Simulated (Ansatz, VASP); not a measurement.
# Cross-check of LaIn between VASP and Ansatz, part 2 of 2

Aim: how closely do two programs agree when they are given the same cell, functional and k mesh? The cell is taken from a series of runs on this material, whose earlier steps may have relaxed, scaled, displaced or heated it; both programs get it as it stands.

VASP 6.6.1 and Ansatz 0.2.0.

So far: Starting point; VASP: relaxation of cell and atoms, PBEsol; Ansatz: relaxation of cell and atoms, PBEsol; Differences.

## 5. VASP: zone-centre phonons, PBEsol

Level of this step: PBEsol; plane waves and PAW (La, In_d) (VASP).

Second derivatives magnify differences that forces hide, and they need a tight electronic threshold.

Input file INCAR:

```
SYSTEM = LaIn
PREC = Accurate
ENCUT = 500
EDIFF = 1E-08
NELM = 200
ISMEAR = 1
SIGMA = 0.2
LREAL = .FALSE.
ALGO = Normal
GGA = PS
NBANDS = 18
LASPH = .TRUE.
LORBIT = 11
LWAVE = .FALSE.
LCHARG = .FALSE.
ISIF = 2
IBRION = 8
GGA_COMPAT = .FALSE.
LMAXMIX = 6
KPAR = 2
```

Input file POSCAR:

```
LaIn
1.0
    3.8934998963      0.0000000000      0.0000000000
    0.0000000000      3.8934998963      0.0000000000
    0.0000000000      0.0000000000      3.8934998963
La In
1 1
Direct
    0.5000000000      0.5000000000      0.5000000000
    0.0000000000      0.0000000000      0.0000000000
```

Input file KPOINTS:

```
Automatic mesh
0
Gamma
12 12 12
0 0 0
```

Potentials, in the order of the species: La and In_d (PBE family, release 64).

On the command line:

```bash
$ mpirun -np 2 vasp_std
```

Numbers of over 12 decimals in the logs are rounded to 6 here.

Output:

```text
[banner, memory and clock lines left out]
running    2 mpi-ranks, on    1 nodes
[...]
[... a notice as in an earlier step ...]

 LDA part: xc-table for (Slater+PW92), standard interpolation
 POSCAR, INCAR and KPOINTS ok, starting setup
[...]
entering main loop
       N       E                     dE             d eps       ncg     rms          rms(c)
DAV:   1     0.222562932745E+03    0.22256E+03   -0.98158E+03  3096   0.189E+03
DAV:   2     0.203725597575E+02   -0.20219E+03   -0.19698E+03  3608   0.327E+02
DAV:   3    -0.682877948232E+01   -0.27201E+02   -0.26557E+02  4124   0.148E+02
DAV:   4    -0.937826949463E+01   -0.25495E+01   -0.23777E+01  5706   0.350E+01
[...]
DAV:  16    -0.939085970957E+01    0.17840E-06   -0.12148E-06  4254   0.642E-03    0.993E-04
DAV:  17    -0.939085981043E+01   -0.10086E-06   -0.32700E-07  4992   0.385E-03    0.144E-04
DAV:  18    -0.939085981981E+01   -0.93846E-08   -0.27859E-08  4852   0.825E-04
   1 F= -.93908598E+01 E0= -.93921109E+01  d E =0.375338E-02
[...]
RMM:  12    -0.265604474388E+00   -0.46879E-04   -0.45542E-04 17559   0.340E-02    0.780E-03
RMM:  13    -0.265627170751E+00   -0.22696E-04   -0.34207E-04 17519   0.263E-02    0.846E-03
RMM:  14    -0.265639428127E+00   -0.12257E-04   -0.24305E-04 17160   0.215E-02    0.931E-03
 first order change of Fermi-energy   0.28001E-03
 force on displaced ion       1 direction 1 :  -2.717  -0.000  -0.000
 Linear response progress:
  Degree of freedom:   2/  2
       N       E                     dE             d eps       ncg     rms          rms(c)
RMM:   1    -0.234897807892E+00   -0.23490E+00   -0.13907E-01 10208   0.418E+00
RMM:   2    -0.236866192355E+00   -0.19684E-02   -0.87268E-03 13140   0.836E-01    0.457E-02
RMM:   3    -0.237263646626E+00   -0.39745E-03   -0.14374E-03 15239   0.224E-01    0.312E-02
RMM:   4    -0.237472711213E+00   -0.20906E-03   -0.27833E-04 14979   0.108E-01    0.883E-03
[...]
RMM:  23    -0.237472358979E+00   -0.12880E-07   -0.21168E-07 17384   0.744E-03    0.677E-05
RMM:  24    -0.237472304793E+00    0.54186E-07   -0.20388E-07 17631   0.742E-03    0.588E-05
RMM:  25    -0.237472296835E+00    0.79575E-08   -0.21277E-07 17638   0.742E-03    0.577E-05
 first order change of Fermi-energy  -0.25932E-03
 force on displaced ion       2 direction 1 :  -2.415   0.000  -0.000
 Linear response finished
```

From OUTCAR (step 5):

```text
  Total       -0.0153800     -0.0153800     -0.0153800     -0.0000000      0.0000000      0.0000000
  in kB       -0.4174909     -0.4174909     -0.4174909     -0.0000000      0.0000000      0.0000000
  external PRESSURE =      -0.4174909 kB  Pullay stress =       0.0000000 kB

 POSITION                                       TOTAL-FORCE (eV/Angst)
 -----------------------------------------------------------------------------------
      1.94675      1.94675      1.94675         0.000000      0.000000      0.000000
      0.00000      0.00000      0.00000         0.000000      0.000000      0.000000
 -----------------------------------------------------------------------------------
    total drift:                               -0.000000      0.000000      0.000000

[... 1 part as in an earlier step ...]

[... 1 further part left out ...]
```

## 6. Ansatz: zone-centre phonons, PBEsol

The same cell, functional, mesh and smearing now go to Ansatz, which takes its cutoff from its data sets.

The cell is taken from a series of runs on this material, whose earlier steps may have relaxed, scaled, displaced or heated it; both programs get it as it stands.

Input file input.yaml:

```yaml
crystal:
  lattice:
    - [3.8934998963, 0.0, 0.0]
    - [0.0, 3.8934998963, 0.0]
    - [0.0, 0.0, 3.8934998963]
  atoms:
    - { symbol: La, position: [0.5, 0.5, 0.5] }
    - { symbol: In, position: [0.0, 0.0, 0.0] }
kpoints:
  mp_grid: { grid: [12, 12, 12] }
hamiltonian:
  xc: pbesol
  pseudopotentials: { kind: paw, azcp: { folder: soft_1 }, xc_functional: pbe }
scf:
  occupations: { method: methfessel_paxton, width: 0.2 }
output:
  eigenvalues: true
phonons:
  method: dfpt
```

On the command line:

```bash
$ ansatz run input.yaml --threads 4 --pin off --max-ram 10240MiB --backend cpu --events-out ev --progress --plain --runs-dir out
```

Output:

```text
[...]
Crystal: 2 atoms, lattice volume = 59.023 Å³
Basis set: ecut = 420 eV, 1189 PW (Γ), exchange–correlation on 54×54×54 points (8 copies of the dense FFT grid, shifted against one another)
Bands: 16, of which v1, the nominal top of the filled ones, is band 12 counted from 1 (11 counted from 0)
Symmetry: 48 space group operations
k-points: 196 of 1728 (irreducible under 8 space group operations, time reversal used)
[...]
k mesh reduced under 8 symmetry operations, with k and −k counted as one. Each operation leaves every solved perturbation unchanged. A smaller set is not used because it would not reduce the number of displacements times k-points to solve
  ASR residual: 5.023e-5 → 0.000e0 eV/Å²; symmetrization residual: 7.038e-6 eV/Å²
  ASR residual per site (eV/Å²): 5.02e-5 9.42e-6
  Γ frequencies (cm⁻¹): 0.00 0.00 0.00 103.09 103.09 103.09
  non-analytic LO–TO correction: not included (Born effective charges unavailable; polar crystals: no LO–TO splitting at Γ)
[key lines of the parts left out:]
SCF converged after 10 iterations
Free energy (F): -11687.996604 eV
Fermi energy:    11.373422 eV
```

## 7. Side by side

The two programs side by side:

```
                  quantity  Ansatz   VASP  difference
optical mode 1 to 3 (cm⁻¹)   103.1  105.1     -1.92 %
```

Modes are paired by rising frequency, not by their patterns, so a pair may set unlike modes beside each other; they are those without the splitting of longitudinal modes.

## 8. What came out

```yaml
difference_in_volume_relaxation_of_cell_and_atoms_pbesol: 0.076 %
r_m_s_difference_of_the_optical_zone_centre_modes_each_program_s_sorted_by_frequency_zone_centre_phonons_pbesol: 2.0 cm⁻¹
difference_in_optical_mode_1_to_3_zone_centre_phonons_pbesol: -1.9 %
```

In words: The difference in volume is 0.076 % (relaxation of cell and atoms, PBEsol), within the 1.2 % picked in this series as the mark of a large difference, as far as the stopping tolerances let one tell. Among the rows given in per cent, the largest difference of the zone-centre phonons, PBEsol pair is in optical mode 1 to 3, -1.9 %. 1 further run of this series is not shown here. How closely two codes agree says nothing of how well the functional describes the real material.

[Lines on the potential files, build, host, timing and source positions are cut from VASP's logs without a mark.]

[Logs are printed without paths, hosts, clocks, repeated set-up lines and the standing remarks that a program may print on its own settings, such as how far it seeks lower states.]

[Hosts, paths, dates, database ids (printed as entryN), source tags and the programs' standing remarks are cut or masked in the printed files.]
